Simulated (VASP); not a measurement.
Calculation: PBE GGA, VASP's PBE PAW potentials (set 64) (plane waves; VASP 6.6.1).

A VASP calculation is set up with these files.

KPOINTS:
```
Automatic mesh
0
Gamma
1 1 1
0 0 0
```

**INCAR**
```
SYSTEM = CuSi64
PREC = Normal
ENCUT = 400
EDIFF = 1E-5
NELM = 100
ALGO = Fast
LREAL = Auto
LASPH = .TRUE.
ISMEAR = 0
SIGMA = 0.05
GGA = PE
LMAXMIX = 4
LWAVE = .TRUE.
LCHARG = .FALSE.
NELMIN = 4
ISYM = 0
NELECT = 268.0
IBRION = 2
ISIF = 2
NSW = 60
EDIFFG = -0.03
```

POSCAR:
```
CuSi64
1
   10.9370747000     0.0000000000     0.0000000000
    0.0000000000    10.9370747000     0.0000000000
   -0.0000000000    -0.0000000000    10.9370747000
Si Cu
64 1
Direct
  0.5000000000   0.0000000000   0.0000000000
  0.6250000000   0.1250000000   0.1250000000
  0.7500000000   0.2500000000   0.0000000000
  0.8750000000   0.3750000000   0.1250000000
  0.7500000000   0.0000000000   0.2500000000
  0.8750000000   0.1250000000   0.3750000000
  0.0000000000   0.0000000000   0.0000000000
  0.1250000000   0.1250000000   0.1250000000
  0.2500000000   0.2500000000   0.0000000000
  0.3739660000   0.3734850000   0.1251220000
  0.5000000000   0.5000000000   0.0000000000
  0.6250000000   0.6250000000   0.1250000000
  0.7500000000   0.7500000000   0.0000000000
  0.8750000000   0.8750000000   0.1250000000
  0.2500000000   0.0000000000   0.2500000000
  0.3710950000   0.1206910000   0.3718000000
  0.4977640000   0.2460350000   0.2539330000
  0.6254290000   0.3793020000   0.3786580000
  0.7500000000   0.5000000000   0.2500000000
  0.8750000000   0.6250000000   0.3750000000
  0.5000000000   0.0000000000   0.5000000000
  0.6250000000   0.1250000000   0.6250000000
  0.7500000000   0.2500000000   0.5000000000
  0.8750000000   0.3750000000   0.6250000000
  0.7500000000   0.0000000000   0.7500000000
  0.8750000000   0.1250000000   0.8750000000
  0.0000000000   0.5000000000   0.0000000000
  0.1250000000   0.6250000000   0.1250000000
  0.2500000000   0.7500000000   0.0000000000
  0.3750000000   0.8750000000   0.1250000000
  0.0000000000   0.2500000000   0.2500000000
  0.1260830000   0.3728400000   0.3766090000
  0.2471390000   0.5020650000   0.2510820000
  0.3759740000   0.6267570000   0.3753710000
  0.5000000000   0.7500000000   0.2500000000
  0.6250000000   0.8750000000   0.3750000000
  0.0000000000   0.0000000000   0.5000000000
  0.1250000000   0.1250000000   0.6250000000
  0.2536560000   0.2492650000   0.5004800000
  0.3761170000   0.3793120000   0.6265250000
  0.4995110000   0.4974630000   0.5035510000
  0.6250000000   0.6250000000   0.6250000000
  0.7500000000   0.7500000000   0.5000000000
  0.8750000000   0.8750000000   0.6250000000
  0.2500000000   0.0000000000   0.7500000000
  0.3750000000   0.1250000000   0.8750000000
  0.5000000000   0.2500000000   0.7500000000
  0.6250000000   0.3750000000   0.8750000000
  0.7500000000   0.5000000000   0.7500000000
  0.8750000000   0.6250000000   0.8750000000
  0.0000000000   0.7500000000   0.2500000000
  0.1250000000   0.8750000000   0.3750000000
  0.0000000000   0.5000000000   0.5000000000
  0.1250000000   0.6250000000   0.6250000000
  0.2500000000   0.7500000000   0.5000000000
  0.3750000000   0.8750000000   0.6250000000
  0.0000000000   0.2500000000   0.7500000000
  0.1250000000   0.3750000000   0.8750000000
  0.2500000000   0.5000000000   0.7500000000
  0.3750000000   0.6250000000   0.8750000000
  0.5000000000   0.7500000000   0.7500000000
  0.6250000000   0.8750000000   0.8750000000
  0.0000000000   0.7500000000   0.7500000000
  0.1250000000   0.8750000000   0.8750000000
  0.3761270000   0.3775520000   0.3754030000
```

POTCAR, in this order: Si Cu (PBE.64 set). Program: vasp_gam.

The cell is charged, with a uniform compensating background. The supercell is sampled at Γ alone, which is coarse: total energies, pressure and levels can be off, energies of defects by several tenths of an eV.

Q: Predict the energy per atom (σ→0).

A: 
* **energy per atom (σ→0)**: -5.183 eV/atom

### OSZICAR
```
...
RMM:   4    -0.336878916083E+03    0.10399E-05   -0.60294E-05   242   0.279E-02
   9 F= -.33687892E+03 E0= -.33687892E+03  d E =-.206145E-02
       N       E                     dE             d eps       ncg     rms          rms(c)
DAV:   1    -0.336879556782E+03   -0.63966E-03   -0.46457E-02   356   0.417E-01    0.723E-02
RMM:   2    -0.336879673796E+03   -0.11701E-03   -0.13712E-03   386   0.120E-01    0.321E-02
RMM:   3    -0.336879705679E+03   -0.31883E-04   -0.41049E-04   395   0.537E-02    0.194E-02
RMM:   4    -0.336879707579E+03   -0.19000E-05   -0.71967E-05   258   0.309E-02
  10 F= -.33687971E+03 E0= -.33687971E+03  d E =-.791496E-03
```

The cell is a supercell with a defect, built from Si (diamond): Cu_i, charge -1. The run is not spin-polarised, so no state with unpaired spins was tried.
